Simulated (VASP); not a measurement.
```xyz
1
Lattice="-1.6543 1.6543 1.6543 1.6543 -1.6543 1.6543 1.6543 1.6543 -1.6543" Properties=species:S:1:pos:R:3 pbc="T T T"
Nb     0.0000     0.0000     0.0000
```

Calculation: PBE GGA, VASP's PBE PAW potentials (set 64) (plane waves; VASP). Settings: PREC = Normal, EDIFF = 1E-5, 400 eV cut-off, 17×17×17 Γ-centred mesh, first-order Methfessel-Paxton smearing of 0.10 eV, potentials Nb_sv.

Question: Estimate the energy per atom (σ→0), band gap (on the k-mesh) with the smallest direct gap where there is one.

Answer: 
* **band gap (on the k-mesh)**: none (metal, semimetal or under 0.01 eV)
* **energy per atom (σ→0)**: -10.213 eV/atom

The absolute energy has meaning only against runs of the same code, potentials and settings.

The compound is Nb in the bcc structure. It was relaxed first.
